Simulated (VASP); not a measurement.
Output of a VASP run:

**OSZICAR**
```
       N       E                     dE             d eps       ncg     rms          rms(c)
DAV:   1     0.149909232035E+03    0.14991E+03   -0.34433E+04  2580   0.136E+03
DAV:   2    -0.267423643815E+03   -0.41733E+03   -0.40834E+03  2700   0.338E+02
DAV:   3    -0.280787565080E+03   -0.13364E+02   -0.13161E+02  2887   0.544E+01
DAV:   4    -0.280932300723E+03   -0.14474E+00   -0.14455E+00  2773   0.540E+00
DAV:   5    -0.280934798573E+03   -0.24978E-02   -0.24977E-02  2789   0.777E-01    0.106E+01
DAV:   6    -0.263220637885E+03    0.17714E+02   -0.89862E+00  2610   0.213E+01    0.842E+00
DAV:   7    -0.259342600976E+03    0.38780E+01   -0.68137E-01  2705   0.526E+00    0.501E+00
DAV:   8    -0.258906788364E+03    0.43581E+00   -0.12298E+00  2617   0.560E+00    0.354E+00
DAV:   9    -0.261747037954E+03   -0.28402E+01   -0.54515E-01  2589   0.481E+00    0.465E+00
DAV:  10    -0.259453742371E+03    0.22933E+01   -0.59179E-01  2583   0.511E+00    0.127E+00
DAV:  11    -0.259548305595E+03   -0.94563E-01   -0.24177E-01  2601   0.295E+00    0.649E-01
DAV:  12    -0.259549210311E+03   -0.90472E-03   -0.11529E-02  2776   0.594E-01    0.404E-01
DAV:  13    -0.259542619331E+03    0.65910E-02   -0.31828E-02  2634   0.975E-01    0.454E-01
DAV:  14    -0.259539704559E+03    0.29148E-02   -0.53761E-03  2675   0.371E-01    0.152E-01
DAV:  15    -0.259552092121E+03   -0.12388E-01   -0.14599E-02  2604   0.632E-01    0.138E-01
DAV:  16    -0.259552347747E+03   -0.25563E-03   -0.38694E-04  2706   0.103E-01    0.107E-01
DAV:  17    -0.259552052174E+03    0.29557E-03   -0.18972E-04  2634   0.703E-02    0.690E-02
DAV:  18    -0.259552114848E+03   -0.62674E-04   -0.73318E-05  2762   0.473E-02    0.114E-02
DAV:  19    -0.259552386727E+03   -0.27188E-03   -0.91316E-05  2610   0.473E-02    0.156E-02
DAV:  20    -0.259552404882E+03   -0.18154E-04   -0.38178E-05  2649   0.311E-02    0.256E-02
DAV:  21    -0.259552410840E+03   -0.59584E-05   -0.43569E-06  2223   0.134E-02    0.169E-02
DAV:  22    -0.259552412679E+03   -0.18392E-05   -0.33758E-06  1981   0.107E-02    0.511E-03
DAV:  23    -0.259552414820E+03   -0.21411E-05   -0.15593E-06  1529   0.625E-03    0.187E-03
DAV:  24    -0.259552414579E+03    0.24137E-06   -0.18702E-07  1326   0.241E-03
   1 F= -.25955241E+03 E0= -.25955259E+03  d E =-.259552E+03
       N       E                     dE             d eps       ncg     rms          rms(c)
DAV:   1    -0.259555889355E+03   -0.34745E-02   -0.80878E-02  2664   0.171E+00    0.349E-01
DAV:   2    -0.259553180004E+03    0.27094E-02   -0.12334E-02  2658   0.664E-01    0.172E-01
DAV:   3    -0.259552714497E+03    0.46551E-03   -0.21370E-03  2683   0.290E-01    0.914E-02
DAV:   4    -0.259552587633E+03    0.12686E-03   -0.40385E-04  2681   0.120E-01    0.585E-02
DAV:   5    -0.259552527155E+03    0.60477E-04   -0.15334E-04  2662   0.586E-02    0.139E-02
DAV:   6    -0.259552576187E+03   -0.49032E-04   -0.52955E-05  2650   0.313E-02    0.480E-03
DAV:   7    -0.259552578088E+03   -0.19014E-05   -0.50742E-06  2293   0.115E-02    0.251E-03
DAV:   8    -0.259552578047E+03    0.40771E-07   -0.12180E-06  1825   0.568E-03
   2 F= -.25955258E+03 E0= -.25955270E+03  d E =-.163468E-03
```

OUTCAR:
```
------------------------ aborting loop because EDIFF is reached ----------------------------------------
  FORCE on cell =-STRESS in cart. coord.  units (eV):
  Direction    XX          YY          ZZ          XY          YZ          ZX
  --------------------------------------------------------------------------------------
  Total       -0.0781982     -0.0781982      0.0492913      0.0000000      0.0000000      0.0000000
  in kB       -0.9261963     -0.9261963      0.5838168      0.0000000      0.0000000      0.0000000
  external PRESSURE =      -0.4228586 kB  Pullay stress =       0.0000000 kB
  volume of cell :      135.27
      direct lattice vectors                 reciprocal lattice vectors
    -3.388015112  3.388015112  2.946141277     0.000000000  0.147579035  0.169713518
     3.388015112 -3.388015112  2.946141277     0.147579035  0.000000000  0.169713518
     3.388015112  3.388015112 -2.946141277     0.147579035  0.147579035  0.000000000
 POSITION                                       TOTAL-FORCE (eV/Angst)
 -----------------------------------------------------------------------------------
      0.00000      0.00000      1.47307         0.000000      0.000000      0.000000
      0.00000      0.00000      4.41921         0.000000      0.000000      0.000000
      1.12463      4.51265      0.00000         0.006080      0.006080      0.000000
      2.26338      1.12463      0.00000        -0.006080      0.006080      0.000000
      2.26338     -1.12463      2.94614        -0.006080     -0.006080     -0.000000
      1.12463      2.26338      2.94614         0.006080     -0.006080     -0.000000
 -----------------------------------------------------------------------------------
    total drift:                                0.000000      0.000000     -0.000000
  FREE ENERGIE OF THE ION-ELECTRON SYSTEM (eV)
  ---------------------------------------------------
  free  energy   TOTEN  =      -259.5525780474 eV

  energy  without entropy=     -259.5529330580  energy(sigma->0) =     -259.55269638

 reached required accuracy - stopping structural energy minimisation
```
(Selected blocks of OUTCAR.)

File POSCAR:
```
Tl2Pd
1
   -3.3875196381     3.3875196381     2.9417831026
    3.3875196381    -3.3875196381     2.9417831026
    3.3875196381     3.3875196381    -2.9417831026
Pd Tl
2 4
Direct
  0.2500000000   0.2500000000   0.0000000000
  0.7500000000   0.7500000000   0.0000000000
  0.6659396258   0.1659396258   0.8318792515
  0.1659396258   0.3340603742   0.5000000000
  0.3340603742   0.8340603742   0.1681207485
  0.8340603742   0.6659396258   0.5000000000
```

Reconstruct the remaining input files.

Several could match; the one computed here: the input of the run itself, r2SCAN meta-GGA, plane waves, VASP's PBE PAW potentials (set 64).

KPOINTS:
```
Regular mesh
0
G
  6 6 6
0 0 0
```

### INCAR
```
! general
SYSTEM  = Tl2Pd
PREC    = Accurate
ENCUT   = 400   ! plane-wave cut-off (eV)
LREAL   = .FALSE.   ! projection in real space or not
LASPH   = .TRUE.   ! aspherical one-centre terms

! electronic loop
EDIFF   = 1E-6   ! SCF stop (eV)
NELM    = 100
ALGO    = Normal
LMAXMIX = 4
LMIXTAU = .TRUE.

! smearing
ISMEAR  = 1   ! Methfessel-Paxton
SIGMA   = 0.1   ! width (eV)

! functional
METAGGA = R2SCAN

! ions
IBRION  = 2   ! conjugate gradients
NSW     = 60   ! most ionic steps
ISIF    = 3   ! ions, shape and volume
EDIFFG  = -0.02   ! ionic stop

! output
LWAVE   = .FALSE.
LCHARG  = .FALSE.
```

POTCAR, in this order: Pd Tl_d (PBE.64 set). Program: vasp_std.

The structure comes from a measured Tl2Pd entry (I4/mcm) of the Crystallography Open Database, whose conditions weren't checked. This run relaxes it. Symmetry was kept, so distortions that lower it aren't found. The start is the result of an earlier pass.
